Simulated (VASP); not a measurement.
All values below come from PBE GGA, VASP's PBE PAW potentials (set 64) (plane waves; VASP).

The input files of a VASP run:

**KPOINTS**
```
Regular mesh
0
G
  7 7 7
0 0 0
```

POSCAR:
```
ZnSe
1
    0.0000000000     2.8324450000     2.8324450000
    2.8324450000     0.0000000000     2.8324450000
    2.8324450000     2.8324450000     0.0000000000
Zn Se
1 1
Direct
  0.0000000000   0.0000000000   0.0000000000
  0.7500000000   0.7500000000   0.7500000000
```

**INCAR**
```
! general
SYSTEM   =  ZnSe
PREC     =  Accurate
ENCUT    =  480   ! plane-wave cut-off (eV)
LREAL    =  F
LASPH    =  T

! electronic loop
EDIFF    =  1E-6
NELM     =  100
ALGO     =  Normal
LMAXMIX  =  4   ! l cut-off of mixed one-centre charges

! smearing
ISMEAR   =  0
SIGMA    =  0.05   ! width (eV)

! functional
GGA      =  PE   ! PBE

! ions
IBRION   =  2
NSW      =  60   ! most ionic steps
ISIF     =  3   ! ions, shape and volume
EDIFFG   =  -0.01   ! ionic stop

! output
LWAVE    =  F
LCHARG   =  F
```

POTCAR, in this order: Zn Se (PBE.64 set). Program: vasp_std.

The run wrote:

**OUTCAR**
```
 ion  position               nearest neighbor table
   1  0.000  0.000  0.000-   2 2.45   2 2.45   2 2.45   2 2.45
   2  0.750  0.750  0.750-   1 2.45   1 2.45   1 2.45   1 2.45
  LATTYP: Found a face centered cubic cell.
 ALAT       =     5.6648900000
 Subroutine PRICEL returns:
 Original cell was already a primitive cell.
 Subroutine GETGRP returns: Found 24 space group operations
The static configuration has the point symmetry T_d .
The dynamic configuration has the point symmetry T_d .
 Subroutine INISYM returns: Found 24 space group operations
 Subroutine IBZKPT returns following result:
 Found     20 irreducible k-points:

 Following reciprocal coordinates:
            Coordinates               Weight
  0.000000  0.000000  0.000000      1.000000
  0.142857  0.000000  0.000000      8.000000
  0.285714  0.000000  0.000000      8.000000
  0.428571  0.000000  0.000000      8.000000
  0.142857  0.142857  0.000000      6.000000
  0.285714  0.142857  0.000000     24.000000
  0.428571  0.142857  0.000000     24.000000
 -0.428571  0.142857  0.000000     24.000000
 -0.285714  0.142857  0.000000     24.000000
 -0.142857  0.142857  0.000000     12.000000
  0.285714  0.285714  0.000000      6.000000
  0.428571  0.285714  0.000000     24.000000
 -0.428571  0.285714  0.000000     24.000000
 -0.285714  0.285714  0.000000     12.000000
  0.428571  0.428571  0.000000      6.000000
 -0.428571  0.428571  0.000000     12.000000
  0.428571  0.285714  0.142857     24.000000
 -0.428571  0.285714  0.142857     48.000000
 -0.428571  0.428571  0.142857     24.000000
 -0.285714  0.428571  0.142857     24.000000
   k-points           NKPTS =     20   k-points in BZ     NKDIM =     20   number of bands    NBANDS=     13
   number of dos      NEDOS =    301   number of ions     NIONS =      2
   total plane-waves  NPLWV =  27000
   dimension x,y,z NGX =    30 NGY =   30 NGZ =   30
...
```

### OSZICAR
```
       N       E                     dE             d eps       ncg     rms          rms(c)
DAV:   1     0.855435326473E+02    0.85544E+02   -0.87946E+03   520   0.148E+03
DAV:   2    -0.851336198147E+00   -0.86395E+02   -0.83226E+02   540   0.270E+02
DAV:   3    -0.625689385305E+01   -0.54056E+01   -0.53816E+01   645   0.691E+01
DAV:   4    -0.630605271401E+01   -0.49159E-01   -0.49151E-01   555   0.699E+00
DAV:   5    -0.630631843601E+01   -0.26572E-03   -0.26572E-03   630   0.496E-01    0.497E+00
DAV:   6    -0.603427477115E+01    0.27204E+00   -0.69458E-01   744   0.293E+01    0.375E+00
DAV:   7    -0.601710833696E+01    0.17166E-01   -0.19855E-01   555   0.448E+00    0.157E+00
DAV:   8    -0.601729273204E+01   -0.18440E-03   -0.42541E-03   647   0.669E-01    0.477E-01
DAV:   9    -0.601754205599E+01   -0.24932E-03   -0.11124E-03   560   0.299E-01    0.687E-02
DAV:  10    -0.601762898893E+01   -0.86933E-04   -0.14034E-04   603   0.116E-01    0.180E-02
DAV:  11    -0.601764309967E+01   -0.14111E-04   -0.31658E-05   563   0.579E-02    0.606E-03
DAV:  12    -0.601764442022E+01   -0.13206E-05   -0.39440E-06   615   0.198E-02    0.427E-03
DAV:  13    -0.601764442217E+01   -0.19484E-08   -0.63578E-07   380   0.893E-03
   1 F= -.60176444E+01 E0= -.60176444E+01  d E =-.601764E+01
       N       E                     dE             d eps       ncg     rms          rms(c)
DAV:   1    -0.647245216480E+01   -0.45481E+00   -0.62187E+00   615   0.554E+01    0.468E+00
DAV:   2    -0.609233206812E+01    0.38012E+00   -0.11906E+00   615   0.260E+01    0.180E+00
DAV:   3    -0.604165906211E+01    0.50673E-01   -0.55818E-02   590   0.266E+00    0.862E-01
DAV:   4    -0.603086822041E+01    0.10791E-01   -0.80660E-03   560   0.866E-01    0.285E-01
DAV:   5    -0.602965765304E+01    0.12106E-02   -0.11458E-03   716   0.970E-01    0.387E-02
DAV:   6    -0.602965628508E+01    0.13680E-05   -0.49557E-04   590   0.533E-01    0.281E-02
DAV:   7    -0.602966282444E+01   -0.65394E-05   -0.69645E-05   620   0.150E-01    0.860E-03
DAV:   8    -0.602966284343E+01   -0.18988E-07   -0.83662E-06   540   0.346E-02
   2 F= -.60296628E+01 E0= -.60296628E+01  d E =-.120184E-01
       N       E                     dE             d eps       ncg     rms          rms(c)
DAV:   1    -0.605377890925E+01   -0.24116E-01   -0.30673E-01   620   0.114E+01    0.108E+00
DAV:   2    -0.603371635607E+01    0.20063E-01   -0.76219E-02   615   0.796E+00    0.389E-01
DAV:   3    -0.603132722604E+01    0.23891E-02   -0.26408E-03   555   0.539E-01    0.185E-01
DAV:   4    -0.603074753309E+01    0.57969E-03   -0.40663E-04   600   0.249E-01    0.748E-02
DAV:   5    -0.603067358779E+01    0.73945E-04   -0.98871E-05   759   0.188E-01    0.605E-03
DAV:   6    -0.603067426029E+01   -0.67250E-06   -0.25240E-05   560   0.800E-02    0.669E-03
DAV:   7    -0.603067394756E+01    0.31273E-06   -0.33271E-06   570   0.328E-02
   3 F= -.60306739E+01 E0= -.60306739E+01  d E =-.130295E-01
       N       E                     dE             d eps       ncg     rms          rms(c)
DAV:   1    -0.603125632925E+01   -0.58207E-03   -0.79702E-03   620   0.187E+00    0.174E-01
DAV:   2    -0.603073251612E+01    0.52381E-03   -0.19030E-03   615   0.118E+00    0.636E-02
DAV:   3    -0.603066723335E+01    0.65283E-04   -0.66766E-05   550   0.708E-02    0.303E-02
DAV:   4    -0.603065123368E+01    0.16000E-04   -0.91954E-06   588   0.348E-02    0.118E-02
DAV:   5    -0.603064907873E+01    0.21550E-05   -0.17981E-06   364   0.290E-02    0.108E-03
DAV:   6    -0.603064917140E+01   -0.92674E-07   -0.11215E-06   268   0.174E-02
   4 F= -.60306492E+01 E0= -.60306492E+01  d E =-.130047E-01
       N       E                     dE             d eps       ncg     rms          rms(c)
DAV:   1    -0.603078643461E+01   -0.13736E-03   -0.16322E-03   620   0.844E-01    0.779E-02
DAV:   2    -0.603068207118E+01    0.10436E-03   -0.38453E-04   615   0.539E-01    0.284E-02
DAV:   3    -0.603067006912E+01    0.12002E-04   -0.13291E-05   545   0.327E-02    0.135E-02
DAV:   4    -0.603066742588E+01    0.26432E-05   -0.18601E-06   475   0.161E-02    0.524E-03
DAV:   5    -0.603066711146E+01    0.31442E-06   -0.32397E-07   260   0.126E-02
   5 F= -.60306671E+01 E0= -.60306671E+01  d E =-.130227E-01
```

File OUTCAR:
```
------------------------ aborting loop because EDIFF is reached ----------------------------------------
  FORCE on cell =-STRESS in cart. coord.  units (eV):
  Direction    XX          YY          ZZ          XY          YZ          ZX
  --------------------------------------------------------------------------------------
  Total       -0.0094741     -0.0094741     -0.0094741      0.0000000     -0.0000000      0.0000000
  in kB       -0.3210615     -0.3210615     -0.3210615      0.0000000     -0.0000000      0.0000000
  external PRESSURE =      -0.3210615 kB  Pullay stress =       0.0000000 kB
  volume of cell :       47.28
      direct lattice vectors                 reciprocal lattice vectors
    -0.000000000  2.869968348  2.869968348    -0.174217949  0.174217949  0.174217949
     2.869968348 -0.000000000  2.869968348     0.174217949 -0.174217949  0.174217949
     2.869968348  2.869968348 -0.000000000     0.174217949  0.174217949 -0.174217949
  FREE ENERGIE OF THE ION-ELECTRON SYSTEM (eV)
  ---------------------------------------------------
  free  energy   TOTEN  =        -6.0306671115 eV

  energy  without entropy=       -6.0306671115  energy(sigma->0) =       -6.03066711

 reached required accuracy - stopping structural energy minimisation
```
(Selected blocks of OUTCAR.)

### CONTCAR
```
ZnSe
   1.00000000000000
    -0.0000000000000000    2.8699683479640878    2.8699683479640878
     2.8699683479640878   -0.0000000000000000    2.8699683479640878
     2.8699683479640878    2.8699683479640878   -0.0000000000000000
  Zn              Se
     1     1
Direct
     0.0000000000000000    0.0000000000000000    0.0000000000000000
     0.7500000000000000    0.7500000000000000    0.7500000000000000
```

Energy and stress use the plane-wave basis of the starting cell.

The structure comes from a computed database's ZnSe entry (F-43m); how it stands against other phases isn't given here. This run relaxes it. Symmetry was kept, so distortions that lower it aren't found.
